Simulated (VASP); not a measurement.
Method: PBEsol GGA, VASP's PBE PAW potentials (set 64) (plane waves; VASP).

Input for VASP

**KPOINTS**
```
K-points
0
G
  4 4 4
```

**INCAR**
```
SYSTEM = WCl6
PREC = Accurate
ENCUT = 300
EDIFF = 1E-6
NELM = 100
ALGO = Normal
LREAL = .FALSE.
LASPH = .TRUE.
ISMEAR = 0
SIGMA = 0.05
GGA = PS
LMAXMIX = 6
LWAVE = .FALSE.
LCHARG = .FALSE.
ISIF = 2
```

**POSCAR**
```
WCl6
1.0
  3.0440000000   1.7574540000   5.5600000000
 -3.0440000000   1.7574540000   5.5600000000
  0.0000000000  -3.5149080000   5.5600000000
W Cl
1 6
Direct
  0.0000000000   0.0000000000   0.0000000000
  0.3750000000   0.0800000000   0.7850000000
  0.7850000000   0.3750000000   0.0800000000
  0.0800000000   0.7850000000   0.3750000000
  0.6250000000   0.9200000000   0.2150000000
  0.2150000000   0.6250000000   0.9200000000
  0.9200000000   0.2150000000   0.6250000000
```

KPOINTS_OPT:
```
k-points along high-symmetry lines
8
Line-mode
Reciprocal
  0.000000   0.000000   0.000000 ! GAMMA
  0.500000   0.500000   0.500000 ! T

  0.500000   0.500000   0.500000 ! T
  0.766725   0.233275   0.500000 ! H_2

  0.500000  -0.233275   0.233275 ! H_0
  0.500000   0.000000   0.000000 ! L

  0.500000   0.000000   0.000000 ! L
  0.000000   0.000000   0.000000 ! GAMMA

  0.000000   0.000000   0.000000 ! GAMMA
  0.366637  -0.366637   0.000000 ! S_0

  0.633363   0.000000   0.366637 ! S_2
  0.500000   0.000000   0.500000 ! F

  0.500000   0.000000   0.500000 ! F
  0.000000   0.000000   0.000000 ! GAMMA
```

POTCAR, in this order: W_sv Cl (PBE.64 set). Program: vasp_std.

Problem. What will the output report for the number of irreducible k-points (NKPTS), largest plane-wave count, number of space-group operations, FFT grid (NGX, NGY, NGZ)?

Solution. 
The number of irreducible k-points (NKPTS) is 14 and the largest plane-wave count is 2139. The number of space-group operations is 6 and the FFT grid (NGX, NGY, NGZ) is 40 × 40 × 40.

The structure comes from a measured WCl6 entry of the Crystallography Open Database, whose conditions weren't checked. The cell was not relaxed at this level.
